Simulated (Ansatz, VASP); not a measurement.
## Two plane-wave programs on CaMg

Contents of INCAR:

```
ALGO = Normal
EDIFF = 1E-7
EDIFFG = -0.005
ENCUT = 600
IBRION = 2
ISIF = 3
ISMEAR = 0
LASPH = T
LCHARG = F
LREAL = F
LWAVE = F
NELM = 100
NSW = 70
PREC = Accurate
SIGMA = 0.1
```

File KPOINTS:

```
k-points
0
Gamma
  10 10 12
```

Contents of POSCAR:

```
CaMg
1.0
    3.9831321028      0.0000000000      0.0000000000
    0.0000000000      3.9831321028      0.0000000000
    0.0000000000      0.0000000000      3.9298425909
Ca Mg
1 1
Direct
    0.0000000000      0.0000000000      0.5000000000
    0.5000000000      0.5000000000      0.0000000000
```

Input for Ansatz:

```yaml
crystal:
  lattice:
    - [3.9831321028, 0.0, 0.0]
    - [0.0, 3.9831321028, 0.0]
    - [0.0, 0.0, 3.9298425909]
  atoms:
    - { symbol: Ca, position: [0.0, 0.0, 0.5] }
    - { symbol: Mg, position: [0.5, 0.5, 0.0] }
basis:
  ecutwfc: 420
kpoints:
  mp_grid: { grid: [10, 10, 12] }
hamiltonian:
  xc: lda
scf:
  occupations: { method: gaussian, width: 0.1 }
output:
  forces: true
  stress: true
  eigenvalues: true
relax:
  adjacent_minimum: "off"
  f_tol: 0.005
  max_steps: 50
  cell: { stress_tol: 0.05 }
```

Alike in both runs: task relaxation of cell and atoms; functional LDA; k mesh 10 × 10 × 12; occupations gaussian, width 0.1 eV; no spin polarisation.

|  | VASP | Ansatz |
| --- | --- | --- |
| version | VASP 6.6.1 | Ansatz 0.2.0 |
| potentials or method | VASP PAW LDA potentials, release 64 (Ca_sv, Mg) | scalar-relativistic, plane waves, PAW |
| plane-wave cutoff (eV) | 600 | 420 |
| valence electrons in the cell | 12 | 20 |

```csv
,VASP,Ansatz,Ansatz less VASP
"gap on the k mesh at the Fermi level, each at its own relaxed structure (eV)",none,none,-
relaxed volume (Å³/atom),28.62,28.73,+0.106
relaxed cell length with the largest relative difference (Å),3.869,3.874,+0.0051
energy change over the relaxation (meV/atom),-19,-17,+2.1
```

A gap of «none» marks a metal or a gap that the smearing closes. The two sets of potentials don't hold the same shells in valence.
